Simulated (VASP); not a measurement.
An input for Quantum ESPRESSO's pw.x (written as the equivalent of a VASP run, and not itself run):

```
&CONTROL
  calculation = 'vc-relax'
  pseudo_dir = './pseudo'
  outdir = './out'
  tprnfor = .true.
  tstress = .true.
  nstep = 40
  forc_conv_thr = 0.00078
/
&SYSTEM
  ibrav = 0
  nat = 2
  ntyp = 2
  ecutwfc = 82.3
  occupations = 'smearing'
  smearing = 'methfessel-paxton'
  degauss = 0.00735
  input_dft = 'pbesol'
/
&ELECTRONS
  conv_thr = 7.3e-08
  electron_maxstep = 100
/
&IONS
/
&CELL
  press = 300
/
ATOMIC_SPECIES
  Pb 207.200 Pb.upf
  Te 127.600 Te.upf
CELL_PARAMETERS angstrom
     0.0000000    3.1953170    3.1953170
     3.1953170    0.0000000    3.1953170
     3.1953170    3.1953170    0.0000000
ATOMIC_POSITIONS crystal
  Pb   0.0000000  0.0000000  0.0000000
  Te   0.2500000  0.2500000  0.2500000
K_POINTS automatic
  10 10 10 0 0 0
```

Task: Translate this input to VASP (INCAR, KPOINTS, POSCAR, choice of POTCAR).

Result: This is not unique; one that fits is 
**KPOINTS**
```
Automatic mesh
0
gamma
 10 10 10
0 0 0
```

File POSCAR:
```
PbTe
1.0
  0.0000000000   3.1953170021   3.1953170021
  3.1953170021   0.0000000000   3.1953170021
  3.1953170021   3.1953170021   0.0000000000
Pb Te
1 1
direct
  0.0000000000   0.0000000000   0.0000000000
  0.2500000000   0.2500000000   0.2500000000
```

### INCAR
```
LWAVE  =  .FALSE.
LCHARG  =  .FALSE.
NSW  =  40   # most ionic steps
EDIFF  =  1E-6   # SCF stop (eV)
PREC  =  Accurate
ISIF  =  3   # ions, shape and volume
SYSTEM  =  PbTe
ISMEAR  =  1   # Methfessel-Paxton
LMAXMIX  =  4
LASPH  =  .TRUE.   # aspherical one-centre terms
SIGMA  =  0.1
LREAL  =  .FALSE.   # projection in real space or not
NELM  =  100
PSTRESS  =  300   # kbar
IBRION  =  2   # conjugate gradients
ALGO  =  Normal
EDIFFG  =  -0.02
GGA  =  PS
ENCUT  =  500   # plane-wave cut-off (eV)
```

POTCAR, in this order: Pb_d Te (PBE.64 set). Program: vasp_std.

Limits of the translation: the potentials are each code's own (VASP's PAW set, PseudoDojo norm-conserving files in pw.x), so ENCUT and ecutwfc are chosen apart and not converted; conv_thr bounds pw.x's estimated SCF error, while EDIFF bounds the energy change between steps; forc_conv_thr acts on force components and is met together with etot_conv_thr.

The structure was generated: PbTe was put into the zinc blende type (F-43m), which need not be its known phase. This run relaxes it under an external pressure of 30 GPa. Symmetry was kept, so distortions that lower it aren't found.
